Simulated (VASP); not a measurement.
Input:

```yaml
crystal:
  lattice:
    - [1.56601, -2.71241, 0.00000]
    - [1.56601, 2.71241, 0.00000]
    - [0.00000, 0.00000, 3.48212]
  atoms:
    - { symbol: Hf, position: [0.00461, 0.99539, 0.00000] }
    - { symbol: B, position: [0.33333, 0.66667, 0.50000] }
    - { symbol: B, position: [0.66667, 0.33333, 0.50000] }
```

Computed with r2SCAN meta-GGA, VASP's PBE PAW potentials (set 64) (plane waves; VASP 6.6.1). Settings: 600 eV cut-off, 10×10×8 Γ-centred mesh, first-order Methfessel-Paxton smearing of 0.10 eV, potentials Hf_pv B.

Problem. Which forces act on the atoms, in eV/Å?

Solution. 
```tsv
atom	Fx	Fy	Fz
Hf1	0.000	0.356	0.000
B2	0.000	-0.180	0.000
B3	0.000	-0.175	0.000
```

Problem. Give the stress tensor in GPa (positive for a compressed cell).

Solution. 
```
-0.01   0.00   0.00
 0.00   0.02   0.00
 0.00   0.00   0.05
```
The pressure is its mean diagonal, 0.02 GPa.

The compound is HfB2 in the AlB2 type structure. This cell was strained or had an atom moved on purpose.
